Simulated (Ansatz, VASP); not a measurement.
# Ir2Rh (Ir-Rh-Ir stack, (100) layers): VASP beside Ansatz

Aim: how closely do two programs agree when they are given the same cell, functional and k mesh? Of the first pair: The structure shown is the start of the Ansatz relaxation below; VASP solves that cell, so the two are compared at the walk's first step.

Calculated with Ansatz 0.2.0; plane waves, with VASP 6.6.1 beside it; PBEsol.

### 1. Starting point

The cell holds 3 atoms: 2 Ir and 1 Rh. Its edges and angles: a = 2.687 Å, b = 2.687 Å, c = 31.400 Å, α = 90.0°, β = 90.0°, γ = 90.0°. It derives from Ir2Rh. Vacuum lies along c. The height across the vacuum is the one that the program set for its solve, not the one typed.

### 2. Ansatz: relaxation, PBEsol

Ansatz runs on its PAW soft_1 files.

The two programs are compared at the cell with which this relaxation starts, whose forces are those of its first step.

input.yaml

```yaml
crystal:
  lattice:
    - [2.68701, 0.0, 0.0]
    - [0.0, 2.68701, 0.0]
    - [0.0, 0.0, 14.8]
  atoms:
    - { symbol: Ir, position: [0.0, 0.0, 0.37162162] }
    - { symbol: Rh, position: [0.5, 0.5, 0.5] }
    - { symbol: Ir, position: [0.0, 0.0, 0.62837838] }
  periodic: [true, true, false]
kpoints:
  mp_grid: { grid: [8, 8, 1] }
hamiltonian:
  xc: pbesol
  pseudopotentials: { kind: paw, azcp: { folder: soft_1 }, xc_functional: pbe }
scf:
  occupations: { method: gaussian, width: 0.1 }
output:
  forces: true
  stress: true
  eigenvalues: true
relax:
  adjacent_minimum: "off"
  f_tol: 0.05
  max_steps: 80
  cell: { stress_2d_tol: 0.02 }
```

The run is started by

```sh
> ansatz run input.yaml --threads 4 --pin off --max-ram 12288MiB --backend cpu --events-out ev --progress --plain --runs-dir out
```

Numbers of over 12 decimals in the logs are rounded to 6 here.

The program printed:

```text
Warning: crystal.periodic: the lattice vector that does not repeat stood 0.000° off the slab's normal, 14.800 Å along it as the deck builds it. The run solves the slab on a vector along the normal, 31.400 Å long, with every atom where it was (on the deck's vector they left 11.00 Å outside them, and the widest stretch free of ions among them is 1.90 Å). A fractional position that the run reports is one of the run's ce [...]
The last accepted step is kept in <dir> (removed where the run ends without a failure and the disk answers)
crystal.periodic: the lattice vector that does not repeat stood 0.000° off the slab's normal, 14.800 Å along it as the deck builds it. The run solves the slab on a vector along the normal, 31.400 Å long, with every atom where it was (on the deck's vector they left 11.00 Å outside them, and the widest stretch free of ions among them is 1.90 Å). A fractional position that the run reports is one of the run's cell, which [...]
Engine: ansatz 0.2.0, aarch64-unknown-linux-gnu
Pseudopotentials: kind: paw
Pseudopotential: Ir, paw, valence charge 17, recommended cutoff 420 eV (normal), soft_1/Ir.paw.azcp
Pseudopotential: Rh, paw, valence charge 17, recommended cutoff 420 eV (normal), soft_1/Rh.paw.azcp
Functional definition: PBEsol
  exchange = pbesol_x
  correlation = pbesol_c
Crystal: 3 atoms, lattice volume = 226.709 Å³
Basis set: ecut = 420 eV, 4485 PW (Γ), exchange–correlation on 36×36×432 points (8 copies of the dense FFT grid, shifted against one another)
Bands: 31, of which v1, the nominal top of the filled ones, is band 26 counted from 1 (25 counted from 0)
Symmetry: 16 space group operations
Space group: P4/mmm (ITA 123), of the structure as read, at distance tolerance 6.1e-5 Å
k-points: 15 of 64
Non-local potential: Ir, projectors of the file, l = 0: 3, l = 1: 2, l = 2: 2, l = 3: 1
Non-local potential: Rh, projectors of the file, l = 0: 3, l = 1: 2, l = 2: 2, l = 3: 1
PAW form: soft (Blöchl's): semilocal exchange-correlation on the pseudo side does not see the compensation charge
PAW frozen core: Ir, regenerated for the run's functional, and the local potential with it (the file was generated under x = pbe(κ = 0.804, μ = 0.219515), c = pbe(β = 0.066725))
PAW frozen core: Rh, regenerated for the run's functional, and the local potential with it (the file was generated under x = pbe(κ = 0.804, μ = 0.219515), c = pbe(β = 0.066725))
PAW one-centre angular grid: Ir, 590 points (default); XC on 64 Gauss nodes
PAW one-centre angular grid: Rh, 590 points (default); XC on 64 Gauss nodes
Initial density: superposition of atomic densities (neutral atoms: chi_scale 0, normalization atom)
Initial wavefunctions: pseudopotential atomic-orbital guess
Functional: x = pbesol(κ = 0.804, μ = 0.123457), c = pbesol(β = 0.046)
SCF iter   1: F=—  HF=-29938.659147 eV  |F-HF|=—  |Δ(HF+E_count)|=         —  Δρ=6.95e-2  dr2=2.01e1  ethr=3.10e-3  ⟨swp⟩=14.7  Hψ=3785  notcnv=0
[...]
Crystal: 3 atoms, lattice volume = 213.471 Å³
Basis set: ecut = 420 eV, 4213 PW (Γ), exchange–correlation on 36×36×432 points (8 copies of the dense FFT grid, shifted against one another)
iter 1 solved again at ethr=7.38e-7 eV; its pass at ethr=3.10e-3 eV (dr2=3.76e-4 eV) is discarded
SCF iter   1: F=—  HF=-29936.861026 eV  |F-HF|=—  |Δ(HF+E_count)|=         —  Δρ=3.97e-4  dr2=1.71e-4  ethr=7.38e-7  ⟨swp⟩=6.1  Hψ=3888  notcnv=0
preconditioner: auto → LDOS  [metal: Δε(μ)=0.024 eV  Ē_g=6.230 eV  σ=0.100 eV  W_gap=0.13  n_scr=20 (ndim 8)  ℏωp=13.2 eV  f_vac=0.748  D(μ)=4.32/eV (n_scr^D=18)  β→1.0]
SCF iter   2: F=—  HF=-29936.861218 eV  |F-HF|=—  |Δ(HF+E_count)|=   1.91e-4  Δρ=3.00e-4  dr2=3.49e-4  ethr=3.35e-7  ⟨swp⟩=2.8  Hψ=945  notcnv=0
SCF iter   3: F=—  HF=-29936.861172 eV  |F-HF|=—  |Δ(HF+E_count)|=   4.54e-5  Δρ=7.85e-5  dr2=4.06e-5  ethr=3.35e-7  ⟨swp⟩=3.1  Hψ=896  notcnv=0
SCF iter   4: F=—  HF=-29936.861179 eV  |F-HF|=—  |Δ(HF+E_count)|=   6.25e-6  Δρ=9.47e-5  dr2=2.76e-5  ethr=7.95e-8  ⟨swp⟩=3.5  Hψ=932  notcnv=0
SCF iter   5: F=—  HF=-29936.861177 eV  |F-HF|=—  |Δ(HF+E_count)|=   1.99e-6  Δρ=2.18e-5  dr2=2.90e-6  ethr=5.41e-8  ⟨swp⟩=2.7  Hψ=773  notcnv=0
SCF iter   6: F=-29936.861179 eV  HF=-29936.861179 eV  |F-HF|=2.63e-7  |Δ(HF+E_count)|=   2.00e-6  Δρ=5.47e-6  dr2=5.11e-8  ethr=5.88e-10  ⟨swp⟩=11.0  Hψ=3386  notcnv=0
SCF 4 converged in 6 iterations: F = -29936.861179 eV  dr2 = 5.11e-8
relax step   4: F+E_penalty+E_count = -29936.86117879 eV  Δ(F+E_penalty+E_count) = -4.099e-3 eV  max|allowed force component| = 2.674e-2 eV/Å  Δτ_max = 0.0028 Å  P = +0.356 N/m  Ω = 213.471 Å³  energy of the carried Pulay correction = +1.311e-3 eV  fix = [c, alpha, beta]  reactions: c +0.000 N/m  (6 SCF iters, dr2 threshold 3.00e-7 eV, accepted)
[...]
relax step   5: F+E_penalty+E_count = -29936.86126643 eV  Δ(F+E_penalty+E_count) = -8.764e-5 eV  max|allowed force component| = 7.647e-4 eV/Å  Δτ_max = 0.0009 Å  P = +0.003 N/m  Ω = 213.722 Å³  energy of the carried Pulay correction = +1.285e-3 eV  fix = [c, alpha, beta]  reactions: c +0.000 N/m  (5 SCF iters, dr2 threshold 1.66e-7 eV, accepted)
[...]
relax step   6: F+E_penalty+E_count = -29936.85980499 eV  Δ(F+E_penalty+E_count) = +1.461e-3 eV  max|allowed force component| = 1.529e-3 eV/Å  Δτ_max = 0.0000 Å  P = +0.015 N/m  Ω = 213.722 Å³  fix = [c, alpha, beta]  reactions: c +0.000 N/m  stress off target by 1.49e-2 N/m on what of the cell is left free  SCF on the basis re-selected at this cell (its energy is not comparable with the rows above)  (9 SCF iters)
basis re-selected at this cell: Δ(F+E_penalty+E_count) = +1.461e-3 eV, ΔP = +0.011 N/m vs the last step (what re-selecting the basis moved, of the pressure what is left beyond the Pulay correction that the steps carried, after the strain that the cell walked since its last selection, with what the two solves' SCF thresholds leave and, on support functions, any second-order correction that the steps lacked; it is no m [...]
SCF converged after 9 iterations
Free energy (F): -29936.859805 eV
Harris-Foulkes:  -29936.859805 eV  (|F-HF|=2.18e-11)
Internal energy: -29936.838208 eV  (E = F + TS)
E sigma→0 (E₀):  -29936.849006 eV
Entropy (-TS):   -0.021597 eV (-7.199 meV/atom)
Fermi energy:    -5.669142 eV
--- Per-component energies (eV) ---
  E_band       = -1779.278454
  E_kinetic    = 1618.481730
  E_local      = -211243.188892  (includes V_loc(G=0)·N_el)
  E_nonlocal   = 688.260498
  E_hartree    = 104388.446945
  E_xc         = -656.672534
  E_vxc        = -762.680518  (∫ρ·V_xc dr)
  E_paw        = -21801.081466  (= ΣΔE_a)
  E_vpaw       = -857.045984  (= ΣTr[D̂ρ^β])
  E_aug_tail   = 0.000792  (compensation charges beyond the density's cutoff)
  E_ewald      = 97068.107823
  E_core_change = 0.806897  (= ΣΔE_core)
  E_smearing   = -0.021597  (= −TS)
  E_closure    = 0.000000  (closes the sum)
  Σ components = -29936.859805   (vs F -29936.859805, Δ=0.00e0)
--- Forces (eV/Å), atoms counted from 1 ---
  atom   1  Ir     0.00000000     0.00000000    -0.00152897
  atom   2  Rh     0.00000000     0.00000000     0.00000000
  atom   3  Ir     0.00000000     0.00000000     0.00152897
  max |Σ_I F_I| component: 9.47e-30 eV/Å
--- 2D stress c σ (N/m, compression-positive) ---
        0.014865      -0.000000       0.000000
       -0.000000       0.014865      -0.000000
        0.000000      -0.000000       0.000000
  P = ½ c Tr σ = 0.0149 N/m
--- Band table (eV; the first three rows and the last of 15) ---
  k-point 0: bands = [... 22 lower, -6.2995, -6.2041, -6.2041, -6.1333, -4.6865, -4.6082, -4.6082, -4.4019, ... 1 higher]
  k-point 1: bands = [... 22 lower, -7.1514, -6.9987, -6.2115, -5.7664, -5.3008, -4.8108, -4.7295, -4.3996, ... 1 higher]
  k-point 2: bands = [... 22 lower, -7.8095, -6.6484, -6.4248, -6.1300, -5.9586, -5.0472, -4.5601, -3.3613, ... 1 higher]
  k-point 14: bands = [... 22 lower, -5.9519, -5.0331, -4.6072, -2.7339, -2.7314, -0.8894, -0.8894, 2.6810, ... 1 higher]
--- Relaxed structure (5 steps of the walk, 4 accepted, 1 SCFs on fresh bases) ---
  F+E_penalty+E_count = -29936.85980499 eV   max|allowed force component| = 1.529e-3 eV/Å   (the final SCF, on the basis selected at the relaxed cell)
  cell:  # Å, volume = 213.7220 Å³
    - [2.608914, 0, 0]
    - [0, 2.608914, 0]
    - [0, 0, 31.400000]
  atoms:
    - { symbol: Ir, position: [0, 0, 0.175178] }
    - { symbol: Rh, position: [0.5, 0.5, 0.235669] }
    - { symbol: Ir, position: [0, 0, 0.296160] }
```

### 3. VASP: single point, PBEsol, start cell, pair 1

The same cell, functional, mesh and smearing now go to VASP, with its own data sets.

Lines of VASP's logs that name or quote its potential files are left out, and so is its time.

INCAR

```
SYSTEM = Ir2Rh
PREC = Accurate
ENCUT = 400
EDIFF = 1E-06
NELM = 120
ISMEAR = 0
SIGMA = 0.1
LREAL = .FALSE.
ALGO = Normal
GGA = PS
NBANDS = 22
LASPH = .TRUE.
LORBIT = 11
LWAVE = .FALSE.
LCHARG = .FALSE.
ISIF = 2
LDIPOL = .TRUE.
IDIPOL = 3
DIPOL = 0.5 0.5 0.236
LVHAR = .TRUE.
GGA_COMPAT = .FALSE.
NELMDL = -8
KPAR = 2
```

POSCAR

```
Ir2Rh
1.0
    2.6870100000      0.0000000000      0.0000000000
    0.0000000000      2.6870100000      0.0000000000
    0.0000000000      0.0000000000     31.4000000000
Ir Rh
2 1
Direct
    0.0000000000      0.0000000000      0.1751592357
    0.0000000000      0.0000000000      0.2961783439
    0.5000000000      0.5000000000      0.2356687898
```

KPOINTS

```
Automatic mesh
0
Gamma
8 8 1
0 0 0
```

The projector-augmented-wave data sets are Ir and Rh_pv (PBE family, release 64).

The run is started by

```sh
> mpirun -np 2 vasp_std
```

The program printed:

```text
[banner, memory and clock lines left out]
running    2 mpi-ranks, on    1 nodes
 distrk:  each k-point on    1 cores,    2 groups
 distr:  one band on    1 cores,    1 groups

 POSCAR found type information on POSCAR IrRh
 POSCAR found :  2 types and       3 ions
|                                                                             |
|               ----> ADVICE to this user running VASP <----                  |
|                                                                             |
|     You enforced a specific xc type in the INCAR file but a different       |
|     [... a line on the potential file left out ...]
|     I HOPE YOU KNOW WHAT YOU ARE DOING!                                     |
|                                                                             |

 LDA part: xc-table for (Slater+PW92), standard interpolation
 POSCAR, INCAR and KPOINTS ok, starting setup
 FFT: planning ... GRIDC
 FFT: planning ... GRID_SOFT
 FFT: planning ... GRID
 WAVECAR not read
 entering main loop
       N       E                     dE             d eps       ncg     rms          rms(c)
DAV:   1     0.198697480093E+03    0.19870E+03   -0.13907E+04   876   0.957E+02
DAV:   2    -0.118536417927E+02   -0.21055E+03   -0.19796E+03   764   0.307E+02
DAV:   3    -0.261696542208E+02   -0.14316E+02   -0.12607E+02   844   0.684E+01
DAV:   4    -0.265989979123E+02   -0.42934E+00   -0.42020E+00   822   0.133E+01
DAV:   5    -0.266099818177E+02   -0.10984E-01   -0.10957E-01   876   0.175E+00
DAV:   6    -0.266103206969E+02   -0.33888E-03   -0.33887E-03   926   0.279E-01
DAV:   7    -0.266103333128E+02   -0.12616E-04   -0.12614E-04   874   0.437E-02
DAV:   8    -0.266103340277E+02   -0.71489E-06   -0.71473E-06   688   0.872E-03    0.195E+01
DAV:   9    -0.250021957640E+02    0.16081E+01   -0.44080E+00   760   0.204E+01    0.719E+00
DAV:  10    -0.255576516848E+02   -0.55546E+00   -0.23232E+00   828   0.173E+01    0.863E+00
DAV:  11    -0.248613830303E+02    0.69627E+00   -0.55816E-01   954   0.119E+01    0.241E+00
DAV:  12    -0.248312469073E+02    0.30136E-01   -0.17451E-01   830   0.468E+00    0.956E-01
DAV:  13    -0.248240367520E+02    0.72102E-02   -0.20058E-02   812   0.188E+00    0.130E-01
DAV:  14    -0.248239715153E+02    0.65237E-04   -0.78860E-04   824   0.196E-01    0.541E-02
[...]
DAV:  18    -0.248239846584E+02   -0.34011E-04   -0.11458E-05   678   0.121E-02    0.318E-03
DAV:  19    -0.248240096959E+02   -0.25037E-04   -0.10980E-06   516   0.681E-03    0.286E-03
DAV:  20    -0.248240339559E+02   -0.24260E-04   -0.94418E-07   506   0.332E-03    0.872E-04
DAV:  21    -0.248240462921E+02   -0.12336E-04   -0.23812E-07   488   0.204E-03    0.778E-04
DAV:  22    -0.248240582845E+02   -0.11992E-04   -0.64291E-07   506   0.219E-03    0.358E-04
DAV:  23    -0.248240595939E+02   -0.13094E-05   -0.26845E-08   462   0.965E-04    0.130E-04
DAV:  24    -0.248240612848E+02   -0.16909E-05   -0.37647E-08   450   0.603E-04    0.964E-05
DAV:  25    -0.248240615178E+02   -0.23300E-06   -0.76670E-09   420   0.485E-04
   1 F= -.24824062E+02 E0= -.24813492E+02  d E =-.211386E-01
```

From OUTCAR (step 3):

```text
ion  position               nearest neighbor table
   1  0.000  0.000  0.175-   3 2.69   3 2.69   3 2.69   3 2.69
   2  0.000  0.000  0.296-   3 2.69   3 2.69   3 2.69   3 2.69
   3  0.500  0.500  0.236-   1 2.69   2 2.69   1 2.69   2 2.69   1 2.69   2 2.69   1 2.69   2 2.69

  LATTYP: Found a simple tetragonal cell.
 ALAT       =     2.6870100000
 C/A-ratio  =    11.6858515599

 Subroutine GETGRP returns: Found 16 space group operations
 (whereof  8 operations were pure point group operations)

The static configuration has the point symmetry C_4v.
 The point group associated with its full space group is D_4h.

 Found     15 irreducible k-points:

   k-points           NKPTS =     15   k-points in BZ     NKDIM =     15   number of bands    NBANDS=     22

   dimension x,y,z NGX =    18 NGY =   18 NGZ =  210
   dimension x,y,z NGXF=    36 NGYF=   36 NGZF=  420

   ENCUT  =  400.0 eV  29.40 Ry    5.42 a.u.   4.38  4.38 51.21*2*pi/ulx,y,z

   NELECT =      33.0000    total number of electrons

 k-points in reciprocal lattice and weights: Automatic mesh
   0.00000000  0.00000000  0.00000000       0.016
   0.12500000  0.00000000  0.00000000       0.062
   0.25000000  0.00000000  0.00000000       0.062
   0.37500000  0.00000000  0.00000000       0.062
   0.50000000  0.00000000  0.00000000       0.031
   0.12500000  0.12500000  0.00000000       0.062
   0.25000000  0.12500000  0.00000000       0.125
   0.37500000  0.12500000  0.00000000       0.125
   0.50000000  0.12500000  0.00000000       0.062
[...]
0.50000000  0.37500000  0.00000000       0.062
   0.50000000  0.50000000  0.00000000       0.016

 dipolmoment           0.000000      0.000000     -0.000000 electrons x Angstroem

 average (electrostatic) potential at core
       1 -60.7254       2 -60.7254       3 -85.4127

 E-fermi :  -2.6428

 k-point     1 :       0.0000    0.0000    0.0000
  band No.  band energies     occupation
    ...
     13      -4.1017      2.00000
     14      -3.4537      2.00000
     15      -3.2322      2.00000
     16      -3.2322      2.00000
     17      -2.8749      1.99897
     18      -1.9258      0.00000
     19      -1.7360      0.00000
     20      -1.7360      0.00000
     21      -1.6207      0.00000
     22      -0.7481      0.00000

 k-point     2 :       0.1250    0.0000    0.0000
  band No.  band energies     occupation
    ...
     13      -4.4389      2.00000
     14      -4.0568      2.00000
     15      -3.9121      2.00000
     16      -3.0550      2.00000
     17      -2.8593      1.99779
     18      -2.4413      0.00436
     19      -1.9537      0.00000
     20      -1.6798      0.00000
     21      -1.5558      0.00000
     22       0.7897      0.00000

 k-point     3 :       0.2500    0.0000    0.0000
  band No.  band energies     occupation
    ...
     14      -4.7899      2.00000
     15      -3.4821      2.00000
     16      -3.3084      2.00000
     17      -3.1611      2.00000
     18      -3.0005      2.00000
     19      -2.1178      0.00000
     20      -1.6753      0.00000
     21      -0.3692      0.00000
     22       2.5946      0.00000

  Total       -5.6888058     -5.6888058     -2.7052812      0.0000000      0.0000000      0.0000000
  in kB      -40.2034643    -40.2034643    -19.1185427      0.0000000      0.0000000      0.0000000
  external PRESSURE =     -33.1751571 kB  Pullay stress =       0.0000000 kB

  energy-cutoff  :      400.00
  volume of cell :      226.71
      direct lattice vectors                 reciprocal lattice vectors
     2.687010000  0.000000000  0.000000000     0.372160878  0.000000000  0.000000000
     0.000000000  2.687010000  0.000000000     0.000000000  0.372160878  0.000000000
     0.000000000  0.000000000 31.400000000     0.000000000  0.000000000  0.031847134

 POSITION                                       TOTAL-FORCE (eV/Angst)
 -----------------------------------------------------------------------------------
      0.00000      0.00000      5.50000         0.000000     -0.000000      0.681783
      0.00000      0.00000      9.30000        -0.000000      0.000000     -0.681783
      1.34350      1.34350      7.40000         0.000000      0.000000     -0.000000
 -----------------------------------------------------------------------------------
    total drift:                                0.000000      0.000000     -0.000013

  FREE ENERGIE OF THE ION-ELECTRON SYSTEM (eV)
  ---------------------------------------------------
  free  energy   TOTEN  =       -24.8240615178 eV

  energy  without entropy=      -24.8029229180  energy(sigma->0) =      -24.81349222

 vacuum level on the upper side and lower side of the slab         3.015         3.015

 total charge
# of ion       s       p       d       tot
------------------------------------------
    1        0.667   0.483   6.911   8.061
    2        0.667   0.483   6.911   8.061
    3        0.394   6.335   7.069  13.798
--------------------------------------------------
tot          1.727   7.302  20.891  29.921

[... 3 further parts left out ...]
```

The run ends at a pressure of -3.32 GPa, with forces up to 0.68 eV/Å.

### 4. Comparison

Known differences besides the potentials themselves: Ansatz cuts the interaction across the vacuum, VASP repeats the sheet with a dipole correction (LDIPOL); the data sets hold 51 valence electrons in Ansatz (on its PAW soft_1 files) and 33 in VASP; the cutoff is 420 eV in Ansatz and 400 eV in VASP; Ansatz makes its cores anew for this functional, VASP keeps those of its PBE data sets. Total energies have different zeros and are not compared.

Forces (eV/Å; atoms numbered as in POSCAR):

```tsv
atom	Ansatz x, y, z	VASP x, y, z
Ir1	0.000, 0.000, 0.698	0.000, 0.000, 0.682
Ir2	0.000, 0.000, -0.698	0.000, 0.000, -0.682
Rh3	0.000, 0.000, 0.000	0.000, 0.000, 0.000
```

The forces differ by 7.7 meV/Å r.m.s., which is 2.4 % of the r.m.s. force of 0.321 eV/Å (both taken over all components). Where the cell holds vacuum, a pressure given here is an average over it and none of the material.

### 5. Ansatz: relaxation, PBEsol

This run makes the geometry at which the two programs are then compared.

The structure compared here is the end of the Ansatz relaxation.

This is the run of step 2 again, met here at its other cell.

(Continued in part 2 of 2.)

[Lines on the potential files, build, host, timing and source positions are cut from VASP's logs without a mark.]

[Logs are printed without paths, hosts, clocks, repeated set-up lines and the standing remarks that a program may print on its own settings, such as how far it seeks lower states.]

[Hosts, paths, dates, database ids (printed as entryN), source tags and the programs' standing remarks are cut or masked in the printed files.]
